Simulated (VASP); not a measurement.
Al2Pt, 12 atoms in the cell. It takes space group Fm-3m (No. 225, cubic). The conventional cell has a = 5.910 Å, b = 5.910 Å, c = 5.910 Å, α = 90.00°, β = 90.00°, γ = 90.00°. Al (site symmetry -43m) has 4 Pt at 2.56 Å as nearest neighbours. Pt (site symmetry m-3m) is surrounded by 8 Al at 2.56 Å. 

| Property | Result |
| --- | --- |
| Program | VASP 6.6.1 |
| Task | core levels |
| Functional | r2SCAN |
| Potentials or basis | VASP PAW PBE potentials, release 64 (Al, Pt) |
| Cutoff | 520 eV |
| k mesh | 5 × 5 × 5 |
| Occupations | methfessel-paxton, width 0.1 eV |
| Spin | no spin polarisation |
| Further INCAR settings | ALGO = Normal; EDIFF = 1e-06 |

Potentials or basis: VASP PAW PBE potentials, release 64 (Al, Pt).

The run is started by

```bash
$ cat potpaw_PBE.64/Al/POTCAR potpaw_PBE.64/Pt/POTCAR > POTCAR
$ mpirun -np 4 vasp_std > vasp.out
```

Hardware: 4 MPI ranks on Intel(R) Xeon(R) Platinum 8488C (Sapphire Rapids), with other jobs on the host.

Estimate the wall time of this run.

Wall time 110 s on 4 MPI ranks on Intel(R) Xeon(R) Platinum 8488C (Sapphire Rapids) (shared host), peak memory 0.38 GiB a rank. Counts: scf iterations 17, k points 10.
